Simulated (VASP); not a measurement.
Consider the following.

```
CELL_PARAMETERS angstrom
      0.00000     2.69180     2.69180
      2.69180     0.00000     2.69180
      2.69180     2.69180     0.00000
ATOMIC_POSITIONS crystal
  Yb 0.00000 0.00000 0.00000
```

Method: r2SCAN meta-GGA with spin-orbit coupling, VASP's PBE PAW potentials (set 64) (plane waves; VASP). Run with 400 eV cut-off, 11×11×11 Γ-centred mesh, Gaussian smearing of 0.050 eV, potentials Yb_2.

The 4f electrons are frozen in the core of the lanthanide potential, so 4f levels, which can set the real gap, and their magnetism are missing.

Question: Estimate the energy per atom (σ→0), band gap (over mesh and band path) with the smallest direct gap where there is one.

Answer: 
```yaml
band gap (over mesh and band path): none (metal, semimetal or under 0.01 eV)
energy per atom (σ→0): -33.754 eV/atom
```

The compound is Yb in the fcc structure. It was relaxed first, which changed the volume by -5 %.
